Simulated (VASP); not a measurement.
Here is the system:

```
CELL_PARAMETERS angstrom
      3.39324     0.00000     0.00000
     -1.69662     2.93864     0.00000
      0.00000     0.00000     5.50925
ATOMIC_POSITIONS crystal
  Te 0.33333 0.66667 0.25000
  Te 0.66667 0.33333 0.75000
```

The numbers are results of PBE GGA, VASP's PBE PAW potentials (set 64) (plane waves; VASP), not measurements. Run with 300 eV cut-off, 9×9×5 Γ-centred mesh, Fermi-Dirac smearing of 0.10 eV, potentials Te.

Unless said otherwise, spin-orbit coupling is left out, though it shifts the bands of the heavy elements here.

Task: Predict the energy per atom (σ→0), pressure, band gap (on the k-mesh) with the smallest direct gap where there is one.

Result: 
| Quantity | Value |
|---|---|
| band gap (on the k-mesh) | none (metal, semimetal or under 0.01 eV) |
| energy per atom (σ→0) | -2.732 eV/atom |
| pressure | 1.96 GPa |

Only differences to runs with the same potentials and settings are physical.

The structure was generated: Te was put into an ordered model structure, which need not be its known phase. The cell was not relaxed at this level.
